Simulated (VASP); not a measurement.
Here is the system:

```
HfS2
1.0
    3.60512     0.00000     0.00000
   -1.80256     3.12212     0.00000
    0.00000     0.00000    16.93792
Hf S
1 2
Direct
  0.00000   0.00000   0.50000
  0.33333   0.66667   0.58673
  0.66667   0.33333   0.41327
```

Computed with PBE GGA, VASP's PBE PAW potentials (set 64) (plane waves; VASP 6.6.1). Run with 300 eV cut-off, 11×11×1 Γ-centred mesh, Fermi-Dirac smearing of 0.10 eV, potentials Hf_pv S.

The cell holds a wide vacuum, so values per volume refer to the whole cell. Unless said otherwise, spin-orbit coupling is left out, though it shifts the bands of the heavy elements here.

Problem. Give the energies of bands 6 to 14 at the high-symmetry points, in eV from the valence-band maximum.

Solution. 
```tsv
band	Γ	M	K
6	-4.17	-4.79	-3.76
7	-2.56	-3.07	-3.46
8	-2.56	-2.40	-3.46
9	-0.99	-2.38	-1.94
10	0.00	-1.36	-1.94
11	0.00	-1.03	-1.84
12	2.07	1.16	2.86
13	2.07	4.20	3.59
14	2.71	4.33	3.59
```

The gap is indirect, 1.16 eV, from the valence maximum at Γ to the conduction minimum at M.

The cell is a sheet with vacuum, built from a generated structure.
